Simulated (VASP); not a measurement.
Given:

```
Tm
1.0
    1.76014    -3.04865     0.00000
    1.76014     3.04865     0.00000
    0.00000     0.00000     5.43201
Tm
2
Direct
  0.33333   0.66667   0.25000
  0.66667   0.33333   0.75000
```

Method: rev-vdW-DF2, VASP's PBE PAW potentials (set 64) (plane waves; VASP 6.6.1). Settings: 520 eV cut-off, Gaussian smearing of 0.050 eV, potentials Tm_3.

The 4f electrons are frozen in the core of the lanthanide potential, so 4f levels, which can set the real gap, and their magnetism are missing.

Give the energies of bands 7 to 12 at the high-symmetry points, in eV from the Fermi level.

```
band      Γ      M      K      A      L      H
----  -----  -----  -----  -----  -----  -----
7     -5.75  -2.21  -0.89  -4.02  -2.08  -0.64
8     -2.34  -1.44  -0.89  -4.02  -2.08  -0.64
9      1.19  -0.92  -0.85   1.19   0.13  -0.45
10     2.01  -0.17  -0.53   1.19   0.13  -0.45
11     2.01   1.64   1.30   1.89   1.58   0.52
12     2.56   1.73   1.30   1.89   1.58   0.52
```

It has no gap at this level: it comes out as a metal or semimetal.

The compound is Tm in the hcp structure. It was relaxed first.
